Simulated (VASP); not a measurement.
Here is the system:

```
CELL_PARAMETERS angstrom
      1.36793    -2.36932     0.00000
      1.36793     2.36932     0.00000
      0.00000     0.00000     4.37244
ATOMIC_POSITIONS crystal
  Tc 0.33333 0.66667 0.25000
  Tc 0.66667 0.33333 0.75000
```

All values below come from PBE GGA, VASP's PBE PAW potentials (set 64) (plane waves; VASP). Run with 500 eV cut-off, 15×15×8 Γ-centred mesh, first-order Methfessel-Paxton smearing of 0.10 eV, potentials Tc_pv.

Question: The ions, cell shape and volume at an external pressure of 10.0 GPa are relaxed. Predict the relaxed structure.

Answer: 
```
CELL_PARAMETERS angstrom
      1.36111    -2.35752     0.00000
      1.36111     2.35752     0.00000
      0.00000     0.00000     4.35091
ATOMIC_POSITIONS crystal
  Tc 0.33333 0.66667 0.25000
  Tc 0.66667 0.33333 0.75000
```
Space group P6_3/mmc (194), at a tolerance of 0.03 Å.

Question: How do energy and volume change from the first to the last step?

Answer: The energy (σ→0) changes by +9.7 meV/atom and the volume by -1.5 %, in 3 ionic steps.

| step | E(σ→0) (eV) | max force (eV/Å) | pressure (GPa) | volume (Å³) |
|---|---|---|---|---|
| 1 | -20.6917 | 0.000 | 4.86 | 28.34 |
| 2 | -20.5014 | 0.000 | 29.94 | 26.52 |
| 3 | -20.6724 | 0.000 | 9.85 | 27.92 |

The compound is Tc in the hcp structure. This run relaxes it under an external pressure of 10 GPa. Symmetry was kept, so distortions that lower it aren't found.
